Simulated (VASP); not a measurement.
Output of a VASP run:

OSZICAR:
```
       N       E                     dE             d eps       ncg     rms          rms(c)
DAV:   1    -0.110131766862E+01   -0.11013E+01   -0.70296E+02  1225   0.417E+02
DAV:   2    -0.320227372448E+01   -0.21010E+01   -0.20271E+01  1640   0.572E+01
DAV:   3    -0.330569844867E+01   -0.10342E+00   -0.10306E+00  1505   0.867E+00
DAV:   4    -0.330841788386E+01   -0.27194E-02   -0.27187E-02  1550   0.124E+00
DAV:   5    -0.330846134028E+01   -0.43456E-04   -0.43456E-04  1550   0.117E-01    0.284E-01
DAV:   6    -0.267338909513E+01    0.63507E+00   -0.34547E-01  1655   0.779E+00    0.204E-01
DAV:   7    -0.290788055995E+01   -0.23449E+00   -0.11090E-01  1200   0.458E+00    0.101E-01
DAV:   8    -0.282397362620E+01    0.83907E-01   -0.71437E-02  1200   0.379E+00    0.508E-02
DAV:   9    -0.274019822999E+01    0.83775E-01   -0.31634E-02  1200   0.323E+00    0.273E-02
DAV:  10    -0.274831276480E+01   -0.81145E-02   -0.98093E-03  1205   0.758E-01    0.180E-02
DAV:  11    -0.273724337052E+01    0.11069E-01   -0.21750E-02  1200   0.124E+00    0.374E-02
DAV:  12    -0.274876298413E+01   -0.11520E-01   -0.14299E-02  1200   0.102E+00    0.293E-02
DAV:  13    -0.274753639574E+01    0.12266E-02   -0.33085E-03  1210   0.423E-01    0.214E-02
DAV:  14    -0.274859087701E+01   -0.10545E-02   -0.13231E-03  1200   0.273E-01    0.255E-02
DAV:  15    -0.274707122637E+01    0.15197E-02   -0.23509E-03  1200   0.362E-01    0.308E-02
DAV:  16    -0.274752756870E+01   -0.45634E-03   -0.11330E-04  1210   0.961E-02    0.345E-02
DAV:  17    -0.274823216516E+01   -0.70460E-03   -0.63097E-04  1200   0.209E-01    0.199E-02
DAV:  18    -0.274863542223E+01   -0.40326E-03   -0.70518E-04  1200   0.213E-01    0.920E-03
DAV:  19    -0.274871034387E+01   -0.74922E-04   -0.28447E-04  1225   0.131E-01    0.625E-03
DAV:  20    -0.274867666625E+01    0.33678E-04   -0.11893E-04  1210   0.832E-02    0.444E-03
DAV:  21    -0.274866459334E+01    0.12073E-04   -0.58795E-06  1620   0.208E-02    0.338E-03
DAV:  22    -0.274866094076E+01    0.36526E-05   -0.94725E-07  1230   0.982E-03    0.158E-03
DAV:  23    -0.274867917170E+01   -0.18231E-04   -0.71767E-06  1205   0.218E-02    0.537E-04
DAV:  24    -0.274870683606E+01   -0.27664E-04   -0.42284E-05  1205   0.515E-02    0.767E-04
DAV:  25    -0.274870644947E+01    0.38659E-06   -0.53578E-06  1345   0.196E-02    0.116E-03
DAV:  26    -0.274870435654E+01    0.20929E-05   -0.21418E-07  1555   0.374E-03    0.122E-03
DAV:  27    -0.274870400069E+01    0.35585E-06   -0.11353E-08  1060   0.107E-03    0.102E-03
DAV:  28    -0.274870675758E+01   -0.27569E-05   -0.12013E-07  1200   0.354E-03    0.289E-04
DAV:  29    -0.274870752790E+01   -0.77032E-06   -0.44583E-08  1230   0.215E-03    0.874E-04
DAV:  30    -0.274870773486E+01   -0.20696E-06   -0.55064E-09   755   0.108E-03    0.834E-04
DAV:  31    -0.274870731885E+01    0.41601E-06   -0.64455E-09   630   0.988E-04    0.538E-04
DAV:  32    -0.274870689591E+01    0.42294E-06   -0.30303E-08  1205   0.181E-03    0.211E-04
DAV:  33    -0.274870665801E+01    0.23790E-06   -0.23960E-09   630   0.610E-04    0.121E-04
DAV:  34    -0.274870647846E+01    0.17955E-06   -0.42245E-09   610   0.540E-04    0.561E-05
DAV:  35    -0.274870643308E+01    0.45376E-07   -0.68169E-10   630   0.236E-04
   1 F= -.27487064E+01 E0= -.27486737E+01  d E =-.983277E-04
```

OUTCAR:
```
------------------------ aborting loop because EDIFF is reached ----------------------------------------
  FORCE on cell =-STRESS in cart. coord.  units (eV):
  Direction    XX          YY          ZZ          XY          YZ          ZX
  --------------------------------------------------------------------------------------
  Total       -0.0059858     -0.0059858     -0.0059858     -0.0000000      0.0000000      0.0000000
  in kB       -0.4819745     -0.4819745     -0.4819745     -0.0000000      0.0000000      0.0000000
  external PRESSURE =      -0.4819745 kB  Pullay stress =       0.0000000 kB
  volume of cell :       19.90
      direct lattice vectors                 reciprocal lattice vectors
    -1.707059209  1.707059209  1.707059209     0.000000000  0.292901381  0.292901381
     1.707059209 -1.707059209  1.707059209     0.292901381  0.000000000  0.292901381
     1.707059209  1.707059209 -1.707059209     0.292901381  0.292901381  0.000000000
 POSITION                                       TOTAL-FORCE (eV/Angst)
 -----------------------------------------------------------------------------------
      0.00000      0.00000      0.00000        -0.000000     -0.000000      0.000000
 -----------------------------------------------------------------------------------
    total drift:                               -0.000000      0.000000      0.000000
  FREE ENERGIE OF THE ION-ELECTRON SYSTEM (eV)
  ---------------------------------------------------
  free  energy   TOTEN  =        -2.7487064331 eV

  energy  without entropy=       -2.7486081054  energy(sigma->0) =       -2.74867366
```
(Selected blocks of OUTCAR.)

File POSCAR:
```
Li
1
   -1.7070592093     1.7070592093     1.7070592093
    1.7070592093    -1.7070592093     1.7070592093
    1.7070592093     1.7070592093    -1.7070592093
Li
1
Direct
  0.0000000000   0.0000000000   0.0000000000
```

Q: Reconstruct the remaining input files.

A: This is not unique; one that fits is the input of the run itself, MS2 meta-GGA, plane waves, VASP's PBE PAW potentials (set 64).

### INCAR
```
SYSTEM = Li
PREC = Accurate
ENCUT = 520
EDIFF = 1E-7
NELM = 100
ALGO = Normal
LREAL = .FALSE.
LASPH = .TRUE.
ISMEAR = 1
SIGMA = 0.1
METAGGA = MS2
LMIXTAU = .TRUE.
LWAVE = .FALSE.
LCHARG = .FALSE.
ISIF = 2
```

File KPOINTS:
```
Automatic mesh
0
Gamma
15 15 15
0 0 0
```

POTCAR, in this order: Li_sv (PBE.64 set). Program: vasp_std.

The compound is Li in the bcc structure. It was relaxed first, which changed the volume by -6 %.
